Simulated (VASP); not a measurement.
VASP input:

**POSCAR**
```
Cd
1
    3.0451314107     0.0000000000     0.0000000000
   -1.5225657053     2.6371614757     0.0000000000
    0.0000000000     0.0000000000     5.6719779710
Cd
2
Direct
  0.6666670000   0.3333330000   0.7500000000
  0.3333330000   0.6666670000   0.2500000000
```

KPOINTS:
```
Automatic mesh
0
Gamma
12 12 6
0 0 0
```

### INCAR
```
# general
SYSTEM  = Cd
PREC    = Accurate
ENCUT   = 480   # plane-wave cut-off (eV)
LREAL   = .False.
LASPH   = .True.   # aspherical one-centre terms

# electronic loop
EDIFF   = 1E-6   # SCF stop (eV)
NELM    = 100   # most electronic steps
ALGO    = Normal
LMAXMIX = 4

# smearing
ISMEAR  = 1   # Methfessel-Paxton
SIGMA   = 0.1   # width (eV)

# functional
GGA     = PE

# ions
IBRION  = 2
NSW     = 60   # most ionic steps
ISIF    = 3
EDIFFG  = -0.01   # ionic stop

# output
LWAVE   = .False.
LCHARG  = .False.
```

POTCAR, in this order: Cd (PBE.64 set). Program: vasp_std.

### Question
Translate this PBE calculation to Ansatz.

### Answer
One equivalent input (not run):
Ansatz 0.2 input:
```yaml
crystal:
  lattice:
    - [3.0451314, 0.0000000, 0.0000000]
    - [-1.5225657, 2.6371615, 0.0000000]
    - [0.0000000, 0.0000000, 5.6719780]
  atoms:
    - { symbol: Cd, position: [0.6666670, 0.3333330, 0.7500000] }
    - { symbol: Cd, position: [0.3333330, 0.6666670, 0.2500000] }
kpoints:
  mp_grid: { grid: [12, 12, 6] }
hamiltonian:
  xc: pbe
  pseudopotentials: { kind: paw }
scf:
  occupations: { method: methfessel_paxton, width: 0.1 }
  max_iter: 100
relax:
  max_steps: 60
  f_tol: 0.01
  cell: {}
output: { forces: true, stress: true, eigenvalues: true }
```
The two are equivalent in intent, not identical: each code has its own PAW files, so the cut-off isn't converted (ENCUT is set for VASP's; basis.ecutwfc is left out, and Ansatz then takes the one that its files recommend); Ansatz stops its SCF on the density residual and VASP on the energy change (EDIFF).

The compound is Cd in the hcp structure. This run relaxes it. Symmetry was kept, so distortions that lower it aren't found. The start is the result of an earlier pass.
